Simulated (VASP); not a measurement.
# What spin-orbit coupling changes in Ta2C

Aim: run bands, DOS and a relaxation of Ta2C twice, without and with spin-orbit coupling. All runs use LDA. Left out of this account: 1 further run (fields: a reference on another mesh). The start is a cell from a database of measured crystal structures.

Method: LDA; plane waves and PAW (Ta_pv, C), in the first sound run; inputs show where later runs differ, in VASP 6.6.1.

## 1. Set-up

It takes space group P-3m1 (No. 164, trigonal). The conventional cell has a = 3.106 Å, b = 3.106 Å, c = 4.946 Å, α = 90.00°, β = 90.00°, γ = 120.00°. Nearest to Ta lie 3 C at 2.18 Å. Nearest to C lie 6 Ta at 2.18 Å. Farther neighbours are not listed.

## 2. Bands along the symmetry lines (LDA)

Levels along the symmetry lines show where the bands peak and cross; KPOINTS_OPT computes them in the converged potential. LDA, the lowest rung, knows the local density alone.

INCAR reads:

```
SYSTEM = Ta2C
PREC = Accurate
ENCUT = 520
EDIFF = 1E-06
NELM = 100
ISMEAR = -1
SIGMA = 0.05
LREAL = .FALSE.
ALGO = Normal
GGA = CA
NBANDS = 26
LASPH = .TRUE.
LORBIT = 11
LWAVE = .FALSE.
LCHARG = .FALSE.
KPAR = 4
```

POSCAR reads:

```
Ta2C
1.0
    3.1059000000      0.0000000000      0.0000000000
   -1.5529500000      2.6897883016      0.0000000000
    0.0000000000      0.0000000000      4.9464000000
Ta C
2 1
Direct
    0.3333333333      0.6666666667      0.2520100000
    0.6666666667      0.3333333333      0.7479900000
    0.0000000000      0.0000000000      0.0000000000
```

KPOINTS reads:

```
Automatic mesh
0
Gamma
10 10 6
0 0 0
```

KPOINTS_OPT reads:

```
Line mode
16
Line-mode
Reciprocal
  0.00000000   0.00000000   0.00000000 GAMMA
  0.50000000   0.00000000   0.00000000 M

  0.50000000   0.00000000   0.00000000 M
  0.33333333   0.33333333   0.00000000 K

  0.33333333   0.33333333   0.00000000 K
  0.00000000   0.00000000   0.00000000 GAMMA

  0.00000000   0.00000000   0.00000000 GAMMA
  0.00000000   0.00000000   0.50000000 A

  0.00000000   0.00000000   0.50000000 A
  0.50000000   0.00000000   0.50000000 L

  0.50000000   0.00000000   0.50000000 L
  0.33333333   0.33333333   0.50000000 H

  0.33333333   0.33333333   0.50000000 H
  0.00000000   0.00000000   0.50000000 A

  0.50000000   0.00000000   0.50000000 L
  0.50000000   0.00000000   0.00000000 M

  0.33333333   0.33333333   0.00000000 K
  0.33333333   0.33333333   0.50000000 H
```

Potentials, in the order of the species: Ta_pv and C (LDA family, release 64).

Command:

```
$ mpirun -np 4 vasp_std
```

What it wrote:

```text
[banner, memory and clock lines left out]
running    4 mpi-ranks, on    1 nodes
 distrk:  each k-point on    1 cores,    4 groups
 distr:  one band on    1 cores,    1 groups

 POSCAR found type information on POSCAR TaC
 POSCAR found :  2 types and       3 ions
 LDA part: xc-table for (Slater(with rela. corr.)+CA(PZ))
 , standard interpolation
 POSCAR, INCAR and KPOINTS ok, starting setup
 FFT: planning ... GRIDC
 FFT: planning ... GRID_SOFT
 FFT: planning ... GRID
 WAVECAR not read
 entering main loop
       N       E                     dE             d eps       ncg     rms          rms(c)
DAV:   1     0.208137837103E+03    0.20814E+03   -0.13845E+04  3744   0.104E+03
DAV:   2    -0.331473085684E+02   -0.24129E+03   -0.23203E+03  4342   0.323E+02
DAV:   3    -0.417895164011E+02   -0.86422E+01   -0.85436E+01  4452   0.567E+01
DAV:   4    -0.418566711144E+02   -0.67155E-01   -0.67115E-01  4460   0.532E+00
DAV:   5    -0.418571018692E+02   -0.43075E-03   -0.43070E-03  4676   0.438E-01    0.276E+01
DAV:   6    -0.378968823033E+02    0.39602E+01   -0.10140E+01  4678   0.189E+01    0.110E+01
DAV:   7    -0.377226369976E+02    0.17425E+00   -0.14999E+00  4420   0.633E+00    0.594E+00
DAV:   8    -0.376670833234E+02    0.55554E-01   -0.18057E-01  4712   0.228E+00    0.469E-01
DAV:   9    -0.376630518915E+02    0.40314E-02   -0.12401E-02  4612   0.658E-01    0.206E-01
DAV:  10    -0.376625098281E+02    0.54206E-03   -0.18316E-03  4708   0.335E-01    0.479E-02
DAV:  11    -0.376624627495E+02    0.47079E-04   -0.13383E-04  4714   0.817E-02    0.257E-02
DAV:  12    -0.376624643804E+02   -0.16310E-05   -0.10185E-05  4526   0.215E-02    0.766E-03
DAV:  13    -0.376624638002E+02    0.58029E-06   -0.12883E-06  3816   0.892E-03
   1 F= -.37662464E+02 E0= -.37659001E+02  d E =-.692546E-02
 Start KPOINTS_OPT (optional k-point list driver)
k-point batch [1-72\144]
       N       E                     dE             ncg
DAV:   1    -0.368846317511E+04   -0.44853E+05     3744
DAV:   2    -0.212796789181E+05   -0.17591E+05     4368
DAV:   3    -0.218705359485E+05   -0.59086E+03     4388
DAV:   4    -0.218749597230E+05   -0.44238E+01     4800
DAV:   5    -0.218749903560E+05   -0.30633E-01     4452
DAV:   6    -0.218749906665E+05   -0.31045E-03     4598
DAV:   7    -0.218749906699E+05   -0.33983E-05     3960
DAV:   8    -0.218749906702E+05   -0.34322E-06     3500
k-point batch [73-144\144]
       N       E                     dE             ncg
DAV:   1    -0.396467195052E+04   -0.75446E+05     3744
DAV:   2    -0.213300574402E+05   -0.17365E+05     4322
DAV:   3    -0.219129380778E+05   -0.58288E+03     4378
DAV:   4    -0.219173743919E+05   -0.44363E+01     4826
DAV:   5    -0.219174063889E+05   -0.31997E-01     4440
DAV:   6    -0.219174067558E+05   -0.36688E-03     4914
DAV:   7    -0.219174067594E+05   -0.36580E-05     4040
DAV:   8    -0.219174067597E+05   -0.30757E-06     3632
```

Run time: 11 s. Hardware: 4 MPI ranks of Intel Xeon 6975P-C (Granite Rapids), shared host; peak memory 0.88 GiB; 44 s of CPU time.

The logs omit lines about the potential files and the build; timing stands in the text.

OUTCAR, selected parts (step 2):

```text
ion  position               nearest neighbor table
   1  0.333  0.667  0.252-   3 2.18   3 2.18   3 2.18   2 3.04   2 3.04   2 3.04   2 3.07   2 3.07
                             2 3.07
   2  0.667  0.333  0.748-   3 2.18   3 2.18   3 2.18   1 3.04   1 3.04   1 3.04   1 3.07   1 3.07
                             1 3.07
   3  0.000  0.000  0.000-   1 2.18   2 2.18   1 2.18   2 2.18   2 2.18   1 2.18

  LATTYP: Found a hexagonal cell.
 ALAT       =     3.1059000000
 C/A-ratio  =     1.5925818603

 Subroutine GETGRP returns: Found 12 space group operations
 (whereof 12 operations were pure point group operations)

The static configuration has the point symmetry D_3d.

 Found     72 irreducible k-points:

   k-points           NKPTS =     72   k-points in BZ     NKDIM =     72   number of bands    NBANDS=     26

   dimension x,y,z NGX =    24 NGY =   24 NGZ =   40
   dimension x,y,z NGXF=    48 NGYF=   48 NGZF=   80

   ENCUT  =  520.0 eV  38.22 Ry    6.18 a.u.   5.77  5.77  9.20*2*pi/ulx,y,z

   NELECT =      26.0000    total number of electrons

 k-points in reciprocal lattice and weights: Automatic mesh
   0.00000000  0.00000000  0.00000000       0.002
   0.10000000 -0.00000000  0.00000000       0.010
   0.20000000 -0.00000000  0.00000000       0.010
   0.30000000  0.00000000  0.00000000       0.010
   0.40000000  0.00000000  0.00000000       0.010
   0.50000000  0.00000000  0.00000000       0.005
   0.10000000  0.10000000  0.00000000       0.010
   0.20000000  0.10000000  0.00000000       0.020
   0.30000000  0.10000000  0.00000000       0.020
[...]
0.40000000  0.20000000  0.50000000       0.010
   0.30000000  0.30000000  0.50000000       0.010

 average (electrostatic) potential at core
       1 -36.5599       2 -36.5599       3 -52.4506

 E-fermi :   6.4518

 k-point     1 :       0.0000    0.0000    0.0000
  band No.  band energies     occupation
    ...
      8      -0.3437      2.00000
      9       2.8577      2.00000
     10       2.8577      2.00000
     11       3.5722      2.00000
     12       6.4062      1.42701
     13       6.9235      0.00016
     14       6.9235      0.00016
     15       7.5436      0.00000
     16       7.5436      0.00000
     17       8.7859      0.00000
    ...

 k-point     2 :       0.1000   -0.0000    0.0000
  band No.  band energies     occupation
    ...
      8      -0.0626      2.00000
      9       2.0542      2.00000
     10       2.8901      2.00000
     11       3.9930      2.00000
     12       6.1396      1.99613
     13       6.5863      0.12710
     14       7.1343      0.00000
     15       7.1930      0.00000
     16       7.2653      0.00000
     17       9.1551      0.00000
    ...

 k-point     3 :       0.2000   -0.0000    0.0000
  band No.  band energies     occupation
    ...
      9       1.1041      2.00000
     10       2.8828      2.00000
     11       4.0576      2.00000
     12       5.0605      2.00000
     13       6.0694      1.99905
     14       7.2230      0.00000
     15       7.6688      0.00000
     16       8.0120      0.00000
     17       9.7945      0.00000
     18      10.2299      0.00000
    ...

  Total       -1.7192893     -1.7192893     -1.9951702      0.0000000      0.0000000      0.0000000
  in kB      -66.6599107    -66.6599107    -77.3563075      0.0000000      0.0000000      0.0000000
  external PRESSURE =     -70.2253763 kB  Pullay stress =       0.0000000 kB

  energy-cutoff  :      520.00
  volume of cell :       41.32
      direct lattice vectors                 reciprocal lattice vectors
     3.105900000  0.000000000  0.000000000     0.321967868  0.185888235  0.000000000
    -1.552950000  2.689788302  0.000000000     0.000000000  0.371776470  0.000000000
     0.000000000  0.000000000  4.946400000     0.000000000  0.000000000  0.202167233

 POSITION                                       TOTAL-FORCE (eV/Angst)
 -----------------------------------------------------------------------------------
     -0.00000      1.79319      1.24654        -0.000000      0.000000     -0.080562
      1.55295      0.89660      3.69986         0.000000     -0.000000      0.080562
      0.00000      0.00000      0.00000        -0.000000      0.000000      0.000000
 -----------------------------------------------------------------------------------
    total drift:                               -0.000000      0.000000     -0.000000

  FREE ENERGIE OF THE ION-ELECTRON SYSTEM (eV)
  ---------------------------------------------------
  free  energy   TOTEN  =       -37.6624638002 eV

  energy  without entropy=      -37.6555383388  energy(sigma->0) =      -37.65900107

 total charge
# of ion       s       p       d       tot
------------------------------------------
    1        0.331   6.247   2.354   8.933
    2        0.331   6.247   2.354   8.933
    3        0.872   1.589   0.000   2.461
--------------------------------------------------
tot          1.535  14.083   4.709  20.327

[... 3 further parts left out ...]
```

Spin-orbit coupling is off here; with elements this heavy it splits and shifts levels by tenths of an eV or more. At this level the cell is under a tension of 7.0 GPa, so at these settings it is away from equilibrium.

Numbers from this step:

- electronic steps: 13
- electrons: 26
- bands: 26
- irreducible k points: 72
- symmetry operations: 12
- free energy (TOTEN): -37.66 eV
- energy at zero smearing: -37.66 eV
- Fermi energy: 6.452 eV
- pressure: -7.023 GPa
- metallic: yes

The electronic bands at the labelled points (eV, zero at the Fermi level; # counts the bands kept, so #1 is VASP's band 8):

```csv
point,#3,#4,#5,#6,#7,#8,#9,#10
Γ,-3.59,-2.88,-0.05,0.47,0.47,1.09,1.09,2.33
0.47 of the way,-3.61,-2.51,-1.62,-0.55,0.92,1.52,1.93,3.54
M,-3.99,-3.69,-1.73,-0.22,3.29,3.41,4.58,4.99
0.53 of the way,-4.09,-2.99,-1.87,-1.01,2.68,2.88,4.12,4.36
K,-3.82,-2.49,-1.75,-1.75,2.55,2.55,3.60,4.09
0.47 of the way,-3.98,-2.52,-2.24,-0.86,1.38,1.80,3.36,3.63
Γ,-3.59,-2.88,-0.05,0.47,0.47,1.09,1.09,2.33
0.47 of the way,-3.71,-2.58,-0.56,0.06,0.06,1.67,1.67,2.98
A,-3.83,-1.77,-1.53,-0.31,-0.31,2.89,2.89,3.40
0.47 of the way,-3.60,-2.46,-1.76,-1.09,0.84,2.36,2.61,2.68
L,-3.56,-2.52,-1.08,-0.93,1.53,1.56,4.22,4.75
0.47 of the way,-4.37,-1.84,-1.27,-0.31,-0.05,3.10,3.60,3.87
H,-4.09,-1.51,-1.08,-1.08,1.22,2.35,2.35,5.08
0.53 of the way,-4.14,-1.98,-1.57,-1.35,0.55,2.03,2.28,3.72
A,-3.83,-1.77,-1.53,-0.31,-0.31,2.89,2.89,3.40
jump to L,-3.56,-2.52,-1.08,-0.93,1.53,1.56,4.22,4.75
0.47 of the way,-3.77,-3.10,-1.46,-0.50,2.28,2.33,4.15,4.87
M,-3.99,-3.69,-1.73,-0.22,3.29,3.41,4.58,4.99
jump to K,-3.82,-2.49,-1.75,-1.75,2.55,2.55,3.60,4.09
0.53 of the way,-3.98,-2.01,-1.38,-1.38,2.20,2.56,2.56,4.36
H,-4.09,-1.51,-1.08,-1.08,1.22,2.35,2.35,5.08
```

Of the projections kept (Ta, C), the largest for each band there; the rest of the weight can lie on other orbitals:

```
point       #3       #4       #5       #6       #7       #8       #9      #10
    Γ  Ta 0.57  Ta 0.70  Ta 1.00  Ta 1.00  Ta 1.00  Ta 1.00  Ta 1.00  Ta 0.91
    M  Ta 0.60  Ta 1.00  Ta 0.99  Ta 0.90  Ta 0.77  Ta 0.86  Ta 1.00  Ta 0.90
    K  Ta 0.53  Ta 1.00  Ta 0.95  Ta 0.95  Ta 0.87  Ta 0.87  Ta 0.97  Ta 1.00
    Γ  Ta 0.57  Ta 0.70  Ta 1.00  Ta 1.00  Ta 1.00  Ta 1.00  Ta 1.00  Ta 0.91
    A  Ta 0.60  Ta 0.96  Ta 0.86  Ta 1.00  Ta 1.00  Ta 1.00  Ta 1.00  Ta 0.98
    L  Ta 0.53  Ta 1.00  Ta 0.89  Ta 0.92  Ta 1.00  Ta 0.72  Ta 0.97  Ta 1.00
```

Force by atom:

```csv
atom,x (eV/Å),y (eV/Å),z (eV/Å),size
Ta1,0.0000,0.0000,-0.0806,0.0806
Ta2,0.0000,0.0000,0.0806,0.0806
C3,0.0000,0.0000,0.0000,0.0000
```

There is no gap at this level.

[end of part 1 of 4]

[Lines on the potential files, build, host, timing and source positions are cut from VASP's logs without a mark.]

[Logs are printed without paths, hosts, clocks, repeated set-up lines and the standing remarks that a program may print on its own settings, such as how far it seeks lower states.]

[Hosts, paths, dates, database ids (printed as entryN), source tags and the programs' standing remarks are cut or masked in the printed files.]

[A measured line is paired with the nearest computed mode of its activity, which favours agreement.]
